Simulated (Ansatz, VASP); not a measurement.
# Cu (Cu(111)): VASP beside Ansatz

One calculation is typed for both programs; each brings its own data sets and cutoff. How far apart do they land? The structure shown is the end of the VASP relaxation below.

Program: Ansatz 0.2.0. Level of theory: plane waves, with VASP 6.6.1 beside it; single point at PBE. Results are calculated unless marked as measured.

### Step 1. Set-up

The cell holds 16 atoms: 16 Cu. Cell: a = 5.142 Å, b = 5.142 Å, c = 21.298 Å, α = 90.0°, β = 90.0°, γ = 60.0°. It derives from Cu. As first built, before any earlier steps moved the atoms (in the runner's words): 4 layers of fcc Cu, cut at this functional's lattice. Vacuum lies along c.

Structure file:

```cif
data_structure
_symmetry_space_group_name_H-M 'P 1'
_symmetry_Int_Tables_number 1
_cell_length_a 5.1420
_cell_length_b 5.1420
_cell_length_c 21.2977
_cell_angle_alpha 90.000
_cell_angle_beta 90.000
_cell_angle_gamma 60.000
_cell_volume 487.68
loop_
_atom_site_label
_atom_site_type_symbol
_atom_site_fract_x
_atom_site_fract_y
_atom_site_fract_z
_atom_site_occupancy
Cu1 Cu 0.00000 0.00000 0.35215 1
Cu2 Cu 0.50000 0.00000 0.35215 1
Cu3 Cu 0.00000 0.50000 0.35215 1
Cu4 Cu 0.50000 0.50000 0.35215 1
Cu5 Cu 0.16667 0.16667 0.45072 1
Cu6 Cu 0.66667 0.16667 0.45072 1
Cu7 Cu 0.16667 0.66667 0.45072 1
Cu8 Cu 0.66667 0.66667 0.45072 1
Cu9 Cu 0.83333 0.33333 0.54785 1
Cu10 Cu 0.33333 0.33333 0.54785 1
Cu11 Cu 0.83333 0.83333 0.54785 1
Cu12 Cu 0.33333 0.83333 0.54785 1
Cu13 Cu 0.00000 0.00000 0.64489 1
Cu14 Cu 0.50000 0.00000 0.64489 1
Cu15 Cu 0.00000 0.50000 0.64489 1
Cu16 Cu 0.50000 0.50000 0.64489 1
```

### Step 2. VASP: relaxation, PBE

This run makes the geometry at which the two programs are then compared.

Lines of VASP's logs that name or quote its potential files are left out, and so is its time.

Input file INCAR:

```
SYSTEM = Cu
PREC = Normal
ENCUT = 440
EDIFF = 1E-05
NELM = 120
ISMEAR = 1
SIGMA = 0.15
LREAL = Auto
ALGO = Fast
GGA = PE
NBANDS = 109
LASPH = .TRUE.
LORBIT = 11
LWAVE = .FALSE.
LCHARG = .FALSE.
KPAR = 4
NCORE = 2
IBRION = 2
NSW = 30
ISIF = 2
EDIFFG = -0.03
POTIM = 0.4
MAXMIX = 40
IDIPOL = 3
LDIPOL = .TRUE.
DIPOL = 0.5 0.5 0.5
```

Input file POSCAR:

```
Cu
1.0
    5.1420389737      0.0000000000      0.0000000000
    2.5710194868      4.4531363784      0.0000000000
    0.0000000000      0.0000000000     21.2976858615
Cu
16
Selective dynamics
Direct
    0.0000000000      0.0000000000      0.3521509400  F F F
    0.5000000000      0.0000000000      0.3521509400  F F F
    0.0000000000      0.5000000000      0.3521509400  F F F
    0.5000000000      0.5000000000      0.3521509400  F F F
    0.1666666700      0.1666666700      0.4507169800  F F F
    0.6666666700      0.1666666700      0.4507169800  F F F
    0.1666666700      0.6666666700      0.4507169800  F F F
    0.6666666700      0.6666666700      0.4507169800  F F F
    0.8333333300      0.3333333300      0.5492830200  T T T
    0.3333333300      0.3333333300      0.5492830200  T T T
    0.8333333300      0.8333333300      0.5492830200  T T T
    0.3333333300      0.8333333300      0.5492830200  T T T
    0.0000000000      0.0000000000      0.6478490600  T T T
    0.5000000000      0.0000000000      0.6478490600  T T T
    0.0000000000      0.5000000000      0.6478490600  T T T
    0.5000000000      0.5000000000      0.6478490600  T T T
```

Input file KPOINTS:

```
Automatic mesh
0
Gamma
6 6 1
0 0 0
```

Potentials, in the order of the species: Cu (PBE family, release 64).

Command:

```
mpirun -np 8 vasp_std
```

Numbers of over 12 decimals in the logs are rounded to 6 here.

What it wrote:

```text
[banner, memory and clock lines left out]
running    8 mpi-ranks, on    1 nodes
 distrk:  each k-point on    2 cores,    4 groups
 distr:  one band on    2 cores,    1 groups

 POSCAR found type information on POSCAR Cu
 POSCAR found :  1 types and      16 ions
 LDA part: xc-table for (Slater+PW92), standard interpolation
 POSCAR, INCAR and KPOINTS ok, starting setup
 FFT: planning ... GRIDC
 FFT: planning ... GRID_SOFT
 FFT: planning ... GRID
 WAVECAR not read
 entering main loop
       N       E                     dE             d eps       ncg     rms          rms(c)
DAV:   1     0.158800805501E+04    0.15880E+04   -0.68232E+04  1526   0.185E+03
DAV:   2     0.141924799302E+03   -0.14461E+04   -0.13952E+04  1526   0.418E+02
DAV:   3    -0.580192932627E+02   -0.19994E+03   -0.18141E+03  1559   0.204E+02
DAV:   4    -0.685708729470E+02   -0.10552E+02   -0.10308E+02  1700   0.651E+01
DAV:   5    -0.688212582371E+02   -0.25039E+00   -0.24979E+00  1772   0.871E+00    0.295E+01
RMM:   6    -0.618816008498E+02    0.69397E+01   -0.15086E+02  1532   0.979E+01    0.171E+01
RMM:   7    -0.559187581605E+02    0.59628E+01   -0.32643E+01  1528   0.495E+01    0.224E+00
RMM:   8    -0.559471106623E+02   -0.28353E-01   -0.19298E+00  1566   0.629E+00    0.170E+00
RMM:   9    -0.559543258541E+02   -0.72152E-02   -0.43265E-01  1561   0.367E+00    0.496E-01
RMM:  10    -0.559549879874E+02   -0.66213E-03   -0.13760E-01  1833   0.162E+00    0.402E-01
RMM:  11    -0.559510259430E+02    0.39620E-02   -0.17229E-02  1625   0.651E-01    0.301E-01
RMM:  12    -0.559518882067E+02   -0.86226E-03   -0.53921E-03  1648   0.372E-01    0.312E-01
RMM:  13    -0.559475404788E+02    0.43477E-02   -0.36684E-03  1537   0.364E-01    0.748E-02
RMM:  14    -0.559471385200E+02    0.40196E-03   -0.12421E-03  1574   0.207E-01    0.478E-02
[...]
RMM:  18    -0.559479736052E+02   -0.23301E-03   -0.67056E-05  1199   0.345E-02    0.108E-02
RMM:  19    -0.559480343080E+02   -0.60703E-04   -0.31360E-05  1034   0.321E-02    0.711E-03
RMM:  20    -0.559481050629E+02   -0.70755E-04   -0.24330E-05   962   0.238E-02    0.386E-03
RMM:  21    -0.559481267391E+02   -0.21676E-04   -0.46640E-06   889   0.112E-02    0.170E-03
RMM:  22    -0.559481842963E+02   -0.57557E-04   -0.50818E-06   886   0.129E-02    0.544E-03
RMM:  23    -0.559481974623E+02   -0.13166E-04   -0.23569E-06   867   0.117E-02    0.714E-04
RMM:  24    -0.559482117372E+02   -0.14275E-04   -0.86682E-07   863   0.482E-03    0.164E-03
RMM:  25    -0.559482134684E+02   -0.17312E-05   -0.53800E-07   845   0.541E-03
   1 F= -.55948213E+02 E0= -.55941449E+02  d E =-.559482E+02
[...]
2 F= -.55949895E+02 E0= -.55943240E+02  d E =-.168165E-02
[...]
3 F= -.55954088E+02 E0= -.55947754E+02  d E =-.587500E-02
[...]
4 F= -.55957422E+02 E0= -.55951886E+02  d E =-.920803E-02
[...]
5 F= -.55959537E+02 E0= -.55954206E+02  d E =-.211559E-02
[...]
6 F= -.55963487E+02 E0= -.55958667E+02  d E =-.606512E-02
 curvature:  -5.47 expect dE=-0.102E-02 dE for cont linesearch -0.169E-03
 ZBRENT: extrapolating
 opt :   4.8648  next Energy=   -55.963650 (dE=-0.623E-02)
 bond charge predicted
       N       E                     dE             d eps       ncg     rms          rms(c)
DAV:   1    -0.559626453167E+02    0.84176E-03   -0.75378E-01  1625   0.278E+00    0.476E-02
RMM:   2    -0.559633898735E+02   -0.74456E-03   -0.75970E-03  1535   0.620E-01    0.382E-02
RMM:   3    -0.559637948037E+02   -0.40493E-03   -0.40033E-03  1807   0.303E-01    0.116E-02
RMM:   4    -0.559638542566E+02   -0.59453E-04   -0.57085E-04  1810   0.105E-01    0.656E-03
RMM:   5    -0.559638568288E+02   -0.25722E-05   -0.18966E-05   911   0.219E-02
   7 F= -.55963857E+02 E0= -.55959196E+02  d E =-.643533E-02
 curvature:  -5.28 expect dE=-0.369E-03 dE for cont linesearch -0.701E-06
 trial: gam=-0.09523 g(F)=  0.699E-04 g(S)=  0.000E+00 ort =-0.256E-04 (trialstep = 0.178E+01)
 search vector abs. value=  0.120E-03
 reached required accuracy - stopping structural energy minimisation
```

OUTCAR, selected parts (step 2):

```text
ion  position               nearest neighbor table
   1  0.000  0.000  0.352-   7 2.57   6 2.57   5 2.57   3 2.57   3 2.57   4 2.57   4 2.57   2 2.57
                             2 2.57
   2  0.500  0.000  0.352-   8 2.57   5 2.57   6 2.57   4 2.57   4 2.57   3 2.57   3 2.57   1 2.57
                             1 2.57
   3  0.000  0.500  0.352-   5 2.57   8 2.57   7 2.57   1 2.57   1 2.57   2 2.57   2 2.57   4 2.57
                             4 2.57
   4  0.500  0.500  0.352-   6 2.57   7 2.57   8 2.57   2 2.57   2 2.57   1 2.57   1 2.57   3 2.57
                             3 2.57
   5  0.167  0.167  0.451-  10 2.57   3 2.57   2 2.57  12 2.57   1 2.57   9 2.57   7 2.57   7 2.57
                             8 2.57   8 2.57   6 2.57   6 2.57
   6  0.667  0.167  0.451-   9 2.57   4 2.57   1 2.57  11 2.57   2 2.57  10 2.57   8 2.57   8 2.57
                             7 2.57   7 2.57   5 2.57   5 2.57
   7  0.167  0.667  0.451-  12 2.57   1 2.57   4 2.57  10 2.57   3 2.57  11 2.57   5 2.57   5 2.57
                             6 2.57   6 2.57   8 2.57   8 2.57
   8  0.667  0.667  0.451-  11 2.57   2 2.57   3 2.57   9 2.57   4 2.57  12 2.57   6 2.57   6 2.57
                             5 2.57   5 2.57   7 2.57   7 2.57
   9  0.833  0.333  0.549-   6 2.57  13 2.57  16 2.57   8 2.57  15 2.57   5 2.57  11 2.57  11 2.57
                            12 2.57  12 2.57  10 2.57  10 2.57
  10  0.333  0.333  0.549-   5 2.57  14 2.57  15 2.57   7 2.57  16 2.57   6 2.57  12 2.57  12 2.57
                            11 2.57  11 2.57   9 2.57   9 2.57
  11  0.833  0.833  0.549-   8 2.57  15 2.57  14 2.57   6 2.57  13 2.57   7 2.57   9 2.57   9 2.57
                            10 2.57  10 2.57  12 2.57  12 2.57
  12  0.333  0.833  0.549-   7 2.57  16 2.57  13 2.57   5 2.57  14 2.57   8 2.57  10 2.57  10 2.57
                             9 2.57   9 2.57  11 2.57  11 2.57
  13  0.000  0.000  0.648-   9 2.57  12 2.57  11 2.57  15 2.57  15 2.57  16 2.57  16 2.57  14 2.57
                            14 2.57
  14  0.500  0.000  0.648-  10 2.57  11 2.57  12 2.57  16 2.57  16 2.57  15 2.57  15 2.57  13 2.57
                            13 2.57
  15  0.000  0.500  0.648-  11 2.57  10 2.57   9 2.57  13 2.57  13 2.57  14 2.57  14 2.57  16 2.57
                            16 2.57
  16  0.500  0.500  0.648-  12 2.57   9 2.57  10 2.57  14 2.57  14 2.57  13 2.57  13 2.57  15 2.57
                            15 2.57

  LATTYP: Found a hexagonal cell.
 ALAT       =     5.1420389736
 C/A-ratio  =     4.1418756199

 Subroutine GETGRP returns: Found 12 space group operations
 (whereof 12 operations were pure point group operations)

The static configuration has the point symmetry D_3d.

 Found      7 irreducible k-points:

   k-points           NKPTS =      7   k-points in BZ     NKDIM =      7   number of bands    NBANDS=    109

   dimension x,y,z NGX =    28 NGY =   28 NGZ =  112
   dimension x,y,z NGXF=    56 NGYF=   56 NGZF=  224

   ENCUT  =  440.0 eV  32.34 Ry    5.69 a.u.   8.79  8.79 36.43*2*pi/ulx,y,z

   NELECT =     176.0000    total number of electrons

 k-points in reciprocal lattice and weights: Automatic mesh
   0.00000000  0.00000000  0.00000000       0.028
   0.16666667  0.00000000  0.00000000       0.167
   0.33333333  0.00000000  0.00000000       0.167
   0.50000000  0.00000000  0.00000000       0.083
   0.33333333  0.16666667  0.00000000       0.167
   0.50000000  0.16666667  0.00000000       0.333
  -0.33333333  0.33333333  0.00000000       0.056

 dipolmoment           0.000000      0.000000     -0.001997 electrons x Angstroem

 average (electrostatic) potential at core
       1 -70.9088       2 -70.9088       3 -70.9088       4 -70.9088       5 -71.1166
       6 -71.1166       7 -71.1166       8 -71.1166       9 -71.1294      10 -71.1294
      11 -71.1294      12 -71.1294      13 -70.9246      14 -70.9246      15 -70.9246
      16 -70.9246

 E-fermi :   0.0235

 k-point     1 :       0.0000    0.0000    0.0000
  band No.  band energies     occupation
    ...
     84      -1.0725      2.00000
     85      -0.0937      1.97034
     86      -0.0937      1.97034
     87      -0.0937      1.97025
     88      -0.0477      1.71146
     89       0.8705     -0.00000
     90       0.8705     -0.00000
     91       0.8706     -0.00000
     92       1.4291     -0.00000
     93       1.4291     -0.00000
    ...

 k-point     2 :       0.1667    0.0000    0.0000
  band No.  band energies     occupation
    ...
     84      -1.1182      2.00000
     85      -0.6617      2.00000
     86      -0.5127      2.00001
     87      -0.0657      1.83502
     88      -0.0656      1.83492
     89       0.4762     -0.00017
     90       0.6138     -0.00000
     91       0.6138     -0.00000
     92       0.8922     -0.00000
     93       1.6729     -0.00000
    ...

 k-point     3 :       0.3333    0.0000    0.0000
  band No.  band energies     occupation
    ...
     85      -1.3767      2.00000
     86      -0.2539      2.02521
     87      -0.0488      1.72050
     88      -0.0488      1.72045
     89       0.0648      0.55315
     90       0.5632     -0.00000
     91       0.5633     -0.00000
     92       1.5769     -0.00000
     93       1.9552     -0.00000
     94       1.9552     -0.00000
    ...

  Total       -4.6555297     -4.6555297     -1.7475618      0.0000000     -0.0000000      0.0000000
  in kB      -15.2948740    -15.2948740     -5.7412882      0.0000000     -0.0000000      0.0000000
  external PRESSURE =     -12.1103454 kB  Pullay stress =       0.0000000 kB

  energy-cutoff  :      440.00
  volume of cell :      487.68
      direct lattice vectors                 reciprocal lattice vectors
     5.142038974  0.000000000  0.000000000     0.194475383 -0.112280415  0.000000000
     2.571019487  4.453136378  0.000000000     0.000000000  0.224560830  0.000000000
     0.000000000  0.000000000 21.297685861     0.000000000  0.000000000  0.046953458

 POSITION                                       TOTAL-FORCE (eV/Angst)
 -----------------------------------------------------------------------------------
      0.00000      0.00000      7.50000         0.000000     -0.000000      0.100575
      2.57102      0.00000      7.50000         0.000000      0.000000      0.100575
      1.28551      2.22657      7.50000         0.000000     -0.000000      0.100575
      3.85653      2.22657      7.50000        -0.000000      0.000000      0.100575
      1.28551      0.74219      9.59923        -0.000000     -0.000000     -0.104044
      3.85653      0.74219      9.59923        -0.000000     -0.000000     -0.104044
      2.57102      2.96876      9.59923        -0.000000     -0.000000     -0.104044
      5.14204      2.96876      9.59923        -0.000000     -0.000000     -0.104044
      5.14204      1.48438     11.66789         0.000000     -0.000000     -0.013216
      2.57102      1.48438     11.66789        -0.000000     -0.000000     -0.013216
      6.42755      3.71095     11.66789        -0.000000     -0.000000     -0.013216
      3.85653      3.71095     11.66789         0.000000     -0.000000     -0.013216
      0.00000      0.00000     13.73466        -0.000000      0.000000      0.016684
      2.57102      0.00000     13.73466         0.000000     -0.000000      0.016684
      1.28551      2.22657     13.73466        -0.000000      0.000000      0.016684
      3.85653      2.22657     13.73466        -0.000000      0.000000      0.016684
 -----------------------------------------------------------------------------------
    total drift:                               -0.000017     -0.000010      0.034495

  FREE ENERGIE OF THE ION-ELECTRON SYSTEM (eV)
  ---------------------------------------------------
  free  energy   TOTEN  =       -55.9638568288 eV

  energy  without entropy=      -55.9498751757  energy(sigma->0) =      -55.95919628

 reached required accuracy - stopping structural energy minimisation

 vacuum level on the upper side and lower side of the slab         4.725         4.757

 total charge
# of ion       s       p       d       tot
------------------------------------------
    1        0.445   0.281   9.188   9.914
    2        0.445   0.281   9.188   9.914
    3        0.445   0.281   9.188   9.914
    4        0.445   0.281   9.188   9.914
    5        0.440   0.371   9.178   9.989
    6        0.440   0.371   9.178   9.989
    7        0.440   0.371   9.178   9.989
    8        0.440   0.371   9.178   9.989
    9        0.442   0.376   9.178   9.997
   10        0.442   0.376   9.178   9.997
   11        0.442   0.376   9.178   9.997
   12        0.442   0.376   9.178   9.997
   13        0.447   0.287   9.188   9.923
   14        0.447   0.287   9.188   9.923
   15        0.447   0.287   9.188   9.923
   16        0.447   0.287   9.188   9.923
--------------------------------------------------
tot          7.099   5.258 146.930 159.287

[... 3 further parts left out ...]
```

CONTCAR:

```
Cu
   1.00000000000000
     5.1420389737000001    0.0000000000000000    0.0000000000000000
     2.5710194868000000    4.4531363784000000    0.0000000000000000
     0.0000000000000000    0.0000000000000000   21.2976858614999998
  Cu
    16
Selective dynamics
Direct
     0.0000000000000000    0.0000000000000000    0.3521509400000014   F   F   F
     0.5000000000000000    0.0000000000000000    0.3521509400000014   F   F   F
     0.0000000000000000    0.5000000000000000    0.3521509400000014   F   F   F
     0.5000000000000000    0.5000000000000000    0.3521509400000014   F   F   F
     0.1666666699999979    0.1666666699999979    0.4507169800000028   F   F   F
     0.6666666699999979    0.1666666699999979    0.4507169800000028   F   F   F
     0.1666666699999979    0.6666666699999979    0.4507169800000028   F   F   F
     0.6666666699999979    0.6666666699999979    0.4507169800000028   F   F   F
     0.8333333300000021    0.3333333300000021    0.5478476999776976   T   T   T
     0.3333333300000021    0.3333333300000021    0.5478476999776976   T   T   T
     0.8333333300000021    0.8333333300000021    0.5478476999776976   T   T   T
     0.3333333300000021    0.8333333300000021    0.5478476999776976   T   T   T
     0.0000000000000000    0.0000000000000000    0.6448896121462431   T   T   T
     0.5000000000000000    0.0000000000000000    0.6448896121462431   T   T   T
     0.0000000000000000    0.5000000000000000    0.6448896121462431   T   T   T
     0.5000000000000000    0.5000000000000000    0.6448896121462431   T   T   T
```

The run keeps the 6 symmetry operations of its start, so it cannot find a distortion of lower symmetry.

[end of part 1 of 2]

[Lines on the potential files, build, host, timing and source positions are cut from VASP's logs without a mark.]

[Logs are printed without paths, hosts, clocks, repeated set-up lines and the standing remarks that a program may print on its own settings, such as how far it seeks lower states.]

[Hosts, paths, dates, database ids (printed as entryN), source tags and the programs' standing remarks are cut or masked in the printed files.]
